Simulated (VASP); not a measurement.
Output of a VASP run:

File OSZICAR:
```
       N       E                     dE             d eps       ncg     rms          rms(c)
DAV:   1     0.886775643119E+02    0.88678E+02   -0.60097E+03   384   0.945E+02
DAV:   2    -0.108649269072E+01   -0.89764E+02   -0.84501E+02   480   0.238E+02
DAV:   3    -0.624776391520E+01   -0.51613E+01   -0.51391E+01   484   0.545E+01
DAV:   4    -0.640609009230E+01   -0.15833E+00   -0.15822E+00   660   0.855E+00
DAV:   5    -0.640725311239E+01   -0.11630E-02   -0.11630E-02   496   0.771E-01    0.291E+00
DAV:   6    -0.622515209677E+01    0.18210E+00   -0.30043E-01   468   0.277E+00    0.212E+00
DAV:   7    -0.621215488899E+01    0.12997E-01   -0.14064E-01   472   0.212E+00    0.101E+00
DAV:   8    -0.622205200104E+01   -0.98971E-02   -0.15990E-02   524   0.103E+00    0.125E-01
DAV:   9    -0.622276459080E+01   -0.71259E-03   -0.90857E-04   488   0.201E-01    0.828E-02
DAV:  10    -0.622322036494E+01   -0.45577E-03   -0.53779E-04   444   0.164E-01    0.171E-02
DAV:  11    -0.622322640303E+01   -0.60381E-05   -0.22047E-05   544   0.269E-02    0.402E-03
DAV:  12    -0.622323034773E+01   -0.39447E-05   -0.38940E-06   448   0.157E-02    0.452E-03
DAV:  13    -0.622323042154E+01   -0.73809E-07   -0.57121E-07   512   0.425E-03    0.632E-04
DAV:  14    -0.622323049503E+01   -0.73489E-07   -0.98726E-08   452   0.250E-03    0.398E-04
DAV:  15    -0.622323048420E+01    0.10824E-07   -0.30609E-09   384   0.447E-04    0.218E-04
DAV:  16    -0.622323048844E+01   -0.42403E-08   -0.11880E-09   316   0.247E-04
   1 F= -.62232305E+01 E0= -.62232305E+01  d E =-.622323E+01
```

### OUTCAR
```
------------------------ aborting loop because EDIFF is reached ----------------------------------------
  FORCE on cell =-STRESS in cart. coord.  units (eV):
  Direction    XX          YY          ZZ          XY          YZ          ZX
  --------------------------------------------------------------------------------------
  Total        0.0163819      0.0163819      0.0163819      0.0000000     -0.0000000      0.0000000
  in kB        0.3488683      0.3488683      0.3488683      0.0000000     -0.0000000      0.0000000
  external PRESSURE =       0.3488683 kB  Pullay stress =       0.0000000 kB
  volume of cell :       75.23
      direct lattice vectors                 reciprocal lattice vectors
     0.000000000  3.350639226  3.350639226    -0.149225257  0.149225257  0.149225257
     3.350639226  0.000000000  3.350639226     0.149225257 -0.149225257  0.149225257
     3.350639226  3.350639226  0.000000000     0.149225257  0.149225257 -0.149225257
  FREE ENERGIE OF THE ION-ELECTRON SYSTEM (eV)
  ---------------------------------------------------
  free  energy   TOTEN  =        -6.2232304884 eV

  energy  without entropy=       -6.2232304884  energy(sigma->0) =       -6.22323049

 reached required accuracy - stopping structural energy minimisation
```
(Selected blocks of OUTCAR.)

**POSCAR**
```
KBr
1
    0.0000000000     3.3506392258     3.3506392258
    3.3506392258     0.0000000000     3.3506392258
    3.3506392258     3.3506392258     0.0000000000
K Br
1 1
Direct
  0.0000000000   0.0000000000   0.0000000000
  0.5000000000   0.5000000000   0.5000000000
```

Problem. Write an INCAR and KPOINTS that could have produced this output.

Solution. This is not unique; one that fits is the input of the run itself, PBE GGA, plane waves, VASP's PBE PAW potentials (set 64).

INCAR:
```
PREC=Accurate
ALGO=Normal
LMAXMIX=4
SYSTEM=KBr
ISMEAR=0
LCHARG=.False.
ISIF=2
NELM=100   # most electronic steps
LASPH=.True.
GGA=PE   # PBE
SIGMA=0.05   # width (eV)
NSW=30   # most ionic steps
LWAVE=.False.
IBRION=1   # quasi-Newton
EDIFF=1E-8   # SCF stop (eV)
ENCUT=400
EDIFFG=-0.001
LREAL=.False.
```

File KPOINTS:
```
kpoints
0
gamma
 6 6 6
0 0 0
```

POTCAR, in this order: K_sv Br (PBE.64 set). Program: vasp_std.

The compound is KBr in the rock salt structure. It was relaxed first. The start is the result of an earlier pass.
